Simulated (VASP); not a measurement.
KZnF₃ (cubic perovskite) relaxed at rising pressure, in one space group throughout; other phases were not tried. The pressures are those reached. These are PBE GGA, VASP's PBE PAW potentials (set 64) (plane waves; VASP 6.6.1) values and carry that method's errors.

| P (GPa) | V (Å³/atom) | k-mesh |
|---|---|---|
| 0.01 | 14.077 | 6×6×6 |
| 5.19 | 13.225 | 6×6×6 |
| 9.80 | 12.634 | 6×6×6 |
| 19.79 | 11.749 | 6×6×6 |
| 29.90 | 11.088 | 6×6×6 |

Problem. Fit an equation of state and predict the volume at 45.02 GPa.

Solution. Least squares on the third-order Birch-Murnaghan form, P = (3B0/2)(y⁷ − y⁵)[1 + (3/4)(B′ − 4)(y² − 1)] with y = (V0/V)^(1/3), gives V0 = 14.079 Å³/atom, B0 = 71 GPa and B′ = 4.8, and so 10.372 Å³/atom. The run gave 10.368 Å³/atom, -0.0 % from the fit.

Pressures at which the relaxation failed are left out.

The compound is KZnF3 in the cubic perovskite structure.
